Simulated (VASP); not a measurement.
A run of VASP 6.6.1 is set up as follows.

Contents of INCAR:

```
PREC     = Accurate       # precision mode
ENCUT    = 520            # plane-wave cutoff, eV
EDIFF    = 1E-7           # SCF threshold, eV
ISMEAR   = 0              # smearing method
SIGMA    = 0.02           # smearing width, eV
LREAL    = F              # projectors in reciprocal space
LASPH    = T              # aspherical terms in the spheres
NELM     = 100            # most SCF steps
ALGO     = Normal         # electronic algorithm
ISIF     = 2              # what is computed and relaxed
LWAVE    = F              # write WAVECAR
LCHARG   = F              # write CHGCAR
```

Contents of KPOINTS:

```
regular mesh
0
Gamma
  14 14 14
```

File POSCAR:

```
C                                       
1.0
    0.0000000000      1.7854094859      1.7854094859
    1.7854094859     -0.0000000000      1.7854094859
    1.7854094859      1.7854094859     -0.0000000000
  C             
     2
Direct
     0.0000000000000000    0.0000000000000000    0.0000000000000000
     0.2500000000000000    0.2500000000000000    0.2500000000000000
```

Potentials or basis: VASP PAW LDA potentials, release 64 (C).

Launch:

```console
$ cat potpaw_LDA.64/C/POTCAR > POTCAR
$ mpirun -np 1 vasp_std > vasp.out
```

(1) Estimate the band gap on the k mesh.

(2) Estimate the pressure.

Results:

(1) 4.09 eV, indirect (least direct gap 5.53 eV).

(2) -13.1 GPa.
